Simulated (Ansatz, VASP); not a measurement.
# AlPt3N: VASP beside Ansatz, part 3 of 3

Aim: how closely do two programs agree when they are given the same cell, functional and k mesh? The cell is generated by rule, not measured, and may not be a known phase. The cell is taken from a series of runs on this material, whose earlier steps may have relaxed, scaled, displaced or heated it; both programs get it as it stands.

VASP 6.6.1 and Ansatz 0.2.0.

So far: The structure; VASP: zone-centre phonons, RPBE.

The structure was built from a prototype and need not be the compound's stable phase.

## Step 3: Ansatz: zone-centre phonons, RPBE

Level of this step: Ansatz beside VASP: Kohn-Sham DFT, plane waves, RPBE (Ansatz).

Ansatz runs on its default PAW (the set named soft_2) files.

The same cell, functional, mesh and smearing now go to Ansatz, which takes its cutoff from its data sets.

Contents of input.yaml:

```yaml
crystal:
  lattice:
    - [4.2086436197, 0.0, 0.0]
    - [0.0, 4.2086436197, 0.0]
    - [0.0, 0.0, 4.2086436197]
  atoms:
    - { symbol: Al, position: [0.0, 0.0, 0.0] }
    - { symbol: Pt, position: [0.5, 0.5, 0.0] }
    - { symbol: Pt, position: [0.5, 0.0, 0.5] }
    - { symbol: Pt, position: [0.0, 0.5, 0.5] }
    - { symbol: "N", position: [0.5, 0.5, 0.5] }
kpoints:
  mp_grid: { grid: [8, 8, 8] }
hamiltonian:
  xc: rpbe
scf:
  occupations: { method: methfessel_paxton, width: 0.2 }
output:
  eigenvalues: true
phonons:
  method: dfpt
```

On the command line:

```console
$ ansatz run input.yaml --threads 8 --pin off --max-ram 14336MiB --backend cpu --events-out ev --progress --plain --runs-dir out
```

Numbers of over 12 decimals in the logs are rounded to 6 here.

The log of the run:

```text
zone centre: on kpoints.mp_grid the ground state, and the responses unless they are solved on pairs of k-points, stand on 125 of the mesh's 512 k-points, reduced under 8 symmetry operations, with k and −k counted as one. Each operation leaves every solved displacement unchanged or reverses it
Engine: ansatz 0.2.0, aarch64-unknown-linux-gnu
Pseudopotentials: kind: paw
Pseudopotential: Al, paw, valence charge 3, recommended cutoff 420 eV (normal), Al.paw.azcp
Pseudopotential: Pt, paw, valence charge 18, recommended cutoff 420 eV (normal), Pt.paw.azcp
Pseudopotential: N, paw, valence charge 5, recommended cutoff 420 eV (normal), N.paw.azcp
Functional definition: RPBE
  parameter kappa = 0.804
  parameter beta = 0.066725
  exchange = rpbe_x(kappa = kappa, mu = beta*pi^2/3)
  correlation = pbe_c(beta = beta)
Crystal: 5 atoms, lattice volume = 74.546 Å³
Basis set: ecut = 420 eV, 1419 PW (Γ), exchange–correlation on 60×60×60 points (8 copies of the dense FFT grid, shifted against one another)
Bands: 38, of which v1, the nominal top of the filled ones, is band 31 counted from 1 (30 counted from 0)
Symmetry: 48 space group operations
k-points: 125 of 512 (irreducible under 8 space group operations)
Non-local potential: Al, projectors of the file, l = 0: 2, l = 1: 2, l = 2: 1
Non-local potential: Pt, projectors of the file, l = 0: 3, l = 1: 2, l = 2: 2, l = 3: 1
Non-local potential: N, projectors of the file, l = 0: 2, l = 1: 2, l = 2: 1
PAW form: soft (Blöchl's): semilocal exchange-correlation on the pseudo side does not see the compensation charge
PAW frozen core: Al, regenerated for the run's functional, and the local potential with it (the file was generated under x = pbe(κ = 0.804, μ = 0.219515), c = pbe(β = 0.066725))
PAW frozen core: Pt, regenerated for the run's functional, and the local potential with it (the file was generated under x = pbe(κ = 0.804, μ = 0.219515), c = pbe(β = 0.066725))
PAW frozen core: N, regenerated for the run's functional, and the local potential with it (the file was generated under x = pbe(κ = 0.804, μ = 0.219515), c = pbe(β = 0.066725))
PAW one-centre angular grid: Al, 110 points (default); XC on 64 Gauss nodes
PAW one-centre angular grid: Pt, 590 points (default); XC on 64 Gauss nodes
PAW one-centre angular grid: N, 110 points (default); XC on 64 Gauss nodes
Initial density: superposition of atomic densities (neutral atoms: chi_scale 0, normalization atom), corrected by the library's trained network
Initial wavefunctions: pseudopotential atomic-orbital guess
Functional: x = rpbe, c = pbe(β = 0.066725)
SCF iter   1: F=—  HF=-38534.590359 eV  |F-HF|=—  |Δ(HF+E_count)|=         —  Δρ=1.18e-2  dr2=1.34e-1  ethr=1.77e-3  ⟨swp⟩=5.3  Hψ=16753  notcnv=0
preconditioner: auto → Kerker (q_TF=auto, 2.646 Å⁻¹)  [metal: Δε(μ)=0.060 eV  Ē_g=8.046 eV  σ=0.200 eV  W_gap=0.24  n_scr=26 (ndim 8)  ℏωp=26.5 eV  f_vac=0.000  D(μ)=1.99/eV (n_scr^D=18)]
SCF iter   2: F=—  HF=-38534.571311 eV  |F-HF|=—  |Δ(HF+E_count)|=   1.90e-2  S|Δr|=    0.00e0  Δρ=6.20e-3  dr2=4.36e-2  ethr=2.17e-4  ⟨swp⟩=1.0  Hψ=5750  notcnv=0
SCF iter   3: F=—  HF=-38534.561935 eV  |F-HF|=—  |Δ(HF+E_count)|=   9.38e-3  S|Δr|=    0.00e0  Δρ=1.26e-3  dr2=2.97e-3  ethr=7.04e-5  ⟨swp⟩=2.0  Hψ=5936  notcnv=0
SCF iter   4: F=—  HF=-38534.560831 eV  |F-HF|=—  |Δ(HF+E_count)|=   1.10e-3  S|Δr|=    0.00e0  Δρ=3.52e-4  dr2=1.09e-4  ethr=4.80e-6  ⟨swp⟩=2.0  Hψ=5878  notcnv=0
SCF iter   5: F=—  HF=-38534.560789 eV  |F-HF|=—  |Δ(HF+E_count)|=   4.26e-5  S|Δr|=    0.00e0  Δρ=5.92e-5  dr2=3.14e-6  ethr=1.76e-7  ⟨swp⟩=2.0  Hψ=6258  notcnv=0
SCF iter   6: F=—  HF=-38534.560793 eV  |F-HF|=—  |Δ(HF+E_count)|=   4.62e-6  S|Δr|=    0.00e0  Δρ=1.29e-5  dr2=1.23e-7  ethr=5.06e-9  ⟨swp⟩=2.5  Hψ=6954  notcnv=0
SCF iter   7: F=—  HF=-38534.560793 eV  |F-HF|=—  |Δ(HF+E_count)|=  8.80e-10  S|Δr|=    0.00e0  Δρ=2.48e-6  dr2=4.77e-9  ethr=1.98e-10  ⟨swp⟩=2.4  Hψ=7037  notcnv=0
SCF iter   8: F=—  HF=-38534.560793 eV  |F-HF|=—  |Δ(HF+E_count)|=  6.84e-10  S|Δr|=    0.00e0  Δρ=5.86e-7  dr2=2.51e-10  ethr=7.70e-12  ⟨swp⟩=2.0  Hψ=6098  notcnv=0
SCF iter   9: F=—  HF=-38534.560793 eV  |F-HF|=—  |Δ(HF+E_count)|=  7.28e-12  S|Δr|=    0.00e0  Δρ=1.34e-7  dr2=1.71e-11  ethr=1.00e-12  ⟨swp⟩=2.0  Hψ=6914  notcnv=0
SCF iter  10: F=-38534.560793 eV  HF=-38534.560793 eV  |F-HF|=2.91e-11  |Δ(HF+E_count)|=  2.18e-11  S|Δr|=    0.00e0  Δρ=2.99e-8  dr2=6.78e-13  ethr=1.00e-12  ⟨swp⟩=8.9  Hψ=19978  notcnv=0
SCF 1 converged in 10 iterations: F = -38534.560793 eV  dr2 = 6.78e-13
  greatest PAW one-centre occupation: 1.000 electrons in one spin orbital (limit 2), on the Pt atom at site 3 (counted from 0), in its partial waves of l = 0
DFPT response loops at Γ: preconditioner auto → Kerker (q_TF=auto, 2.646 Å⁻¹) (partly filled bands, converged f_vac=0.000); β = 1.00, the filter's whole step (`scf.mixing.beta` (0.50) is not read by the response loops under this deck's `scf.mixing.preconditioner`; to damp them name `kerker` or `kerker_dos`, under which they read `scf.mixing.beta`, and type it under 1.00, their step now; both keys bind the ground state too); Broyden in place of MSR1
SCF converged after 10 iterations
Stability not checked: this state was not tested for a lower state beside it, because cold or Methfessel-Paxton smearing, or corrected tetrahedra, fill the levels in a way that the test cannot read (fill_not_monotonic; see scf.lower_state_search)
Free energy (F): -38534.560793 eV
Harris-Foulkes:  -38534.560793 eV  (|F-HF|=2.91e-11)
Internal energy: -38534.564823 eV  (E = F + TS)
E sigma→0 (E₀):  -38534.561801 eV
Entropy (-TS):   0.004029 eV (0.806 meV/atom)
Fermi energy:    17.156097 eV
--- Per-component energies (eV) ---
  E_band       = -656.477070
  E_kinetic    = 2066.612847
  E_local      = -6712.338257  (includes V_loc(G=0)·N_el)
  E_nonlocal   = 654.710635
  E_hartree    = 2614.765979
  E_xc         = -883.352198
  E_vxc        = -1009.861124  (∫ρ·V_xc dr)
  E_paw        = -29001.949857  (= ΣΔE_a)
  E_vpaw       = -885.133882  (= ΣTr[D̂ρ^β])
  E_aug_tail   = 0.000732  (compensation charges beyond the density's cutoff)
  E_ewald      = -7272.867186
  E_core_change = -0.147516  (= ΣΔE_core)
  E_smearing   = 0.004029  (= −TS)
  E_closure    = -0.000000  (closes the sum)
  Σ components = -38534.560793   (vs F -38534.560793, Δ=0.00e0)
--- Band table (eV; the first three rows and the last of 125) ---
  k-point 0: bands = [... 27 lower, 16.3705, 16.4006, 16.4006, 16.4006, 17.9790, 17.9790, 17.9790, 18.4345, ... 3 higher]
  k-point 1: bands = [... 27 lower, 16.2471, 16.3249, 16.3249, 16.4009, 17.6208, 18.2945, 18.2945, 18.5615, ... 3 higher]
  k-point 2: bands = [... 27 lower, 15.8916, 16.1711, 16.1711, 16.4016, 17.5610, 18.5789, 19.0912, 19.0912, ... 3 higher]
  k-point 124: bands = [... 27 lower, 15.0251, 16.2060, 16.2060, 16.2060, 17.9177, 17.9177, 17.9177, 18.4578, ... 3 higher]
--- Phonons (Γ-DFPT): 4 representative perturbations + reference, on 125 of 512 k-points (Σ response iterations 14) ---
  k mesh reduced under 8 symmetry operations, with k and −k counted as one. Each operation leaves every solved displacement unchanged or reverses it
  ASR residual: 5.925e-5 → 0.000e0 eV/Å²; symmetrization residual: 4.264e-6 eV/Å²
  ASR residual per site (eV/Å²): 3.44e-5 2.50e-5 2.50e-5 2.50e-5 5.93e-5
  Γ frequencies (cm⁻¹): -139.68 -139.68 -139.68 -96.30 -96.30 -96.30 0.00 0.00 0.00 61.61 61.61 61.61 271.18 271.18 271.18
  non-analytic LO–TO correction: not included (Born effective charges unavailable; polar crystals: no LO–TO splitting at Γ)
```

In the SCF lines HF is the Harris–Foulkes energy and dr2 the Hartree energy of the density residual, in eV; the loop may stop once dr2 is under the threshold and the program's other checks hold. Hψ counts applications of the Hamiltonian.

## Step 4: Comparison

Known differences besides the potentials themselves: the data sets hold 62 valence electrons in Ansatz (on its default PAW (the set named soft_2) files) and 38 in VASP; the cutoff is 420 eV in Ansatz and 600 eV in VASP; Ansatz makes its cores anew for this functional, VASP keeps those of its PBE data sets. Total energies have different zeros and are not compared.

The two programs side by side:

```
                                                   quantity  Ansatz    VASP  difference
optical mode 1 to 3 (imaginary, printed as negative) (cm⁻¹)  -139.7  -134.6        -5.0
optical mode 4 to 6 (imaginary, printed as negative) (cm⁻¹)   -96.3   -97.0        +0.7
                                 optical mode 7 to 9 (cm⁻¹)    61.6    62.9     -2.04 %
                               optical mode 10 to 12 (cm⁻¹)   271.2   289.4     -6.31 %
```

Modes are paired by rising frequency, not by their patterns, so a pair may set unlike modes beside each other; they are those without the splitting of longitudinal modes.

## Step 5: Other set-ups

Further runs change the set-up of one program: Ansatz's method, potentials or start, or VASP's data sets, cutoff or form of LDA. The table gives Ansatz less VASP for each quantity, since a change that brings one quantity closer may part another.

```
                                       run  optical mode 1 to 3 (imaginary, printed as negative) (cm⁻¹)  optical mode 4 to 6 (imaginary, printed as negative) (cm⁻¹)  optical mode 7 to 9 (%)  optical mode 10 to 12 (%)
                                  as above                                                         -5.0                                                         0.69                     -2.0                       -6.3
VASP with the data sets Al, Pt_sv_GW and N                                                         -1.7                                                       -0.098                     -1.4                       -1.8
```

## Step 6: Summary of results

```yaml
r_m_s_difference_of_the_optical_zone_centre_modes_each_program_s_sorted_by_frequency_zone_centre_phonons_rpbe: 9.5 cm⁻¹
difference_in_optical_mode_10_to_12_zone_centre_phonons_rpbe: -6.3 %
```

**Reading.** The r.m.s. difference of the optical zone-centre modes, each program's sorted by frequency is 9.5 cm⁻¹ (zone-centre phonons, RPBE). The data sets hold unlike numbers of valence electrons (62 in Ansatz and 38 in VASP), so part of the differences comes from the potentials. Among the rows given in per cent, the largest difference of the zone-centre phonons, RPBE pair is in optical mode 10 to 12, -6.3 %. Zone-centre phonons, RPBE, VASP with the data sets Al, Pt_sv_GW and N: the difference in optical mode 1 to 3 (imaginary, printed as negative) goes from -5.0 to -1.7 cm⁻¹; the difference in optical mode 4 to 6 (imaginary, printed as negative) goes from 0.69 to -0.098 cm⁻¹; the difference in optical mode 7 to 9 goes from -2.0 to -1.4 %; the difference in optical mode 10 to 12 goes from -6.3 to -1.8 %. How closely two codes agree says nothing of how well the functional describes the real material.

[Lines on the potential files, build, host, timing and source positions are cut from VASP's logs without a mark.]

[Logs are printed without paths, hosts, clocks, repeated set-up lines and the standing remarks that a program may print on its own settings, such as how far it seeks lower states.]

[Hosts, paths, dates, database ids (printed as entryN), source tags and the programs' standing remarks are cut or masked in the printed files.]
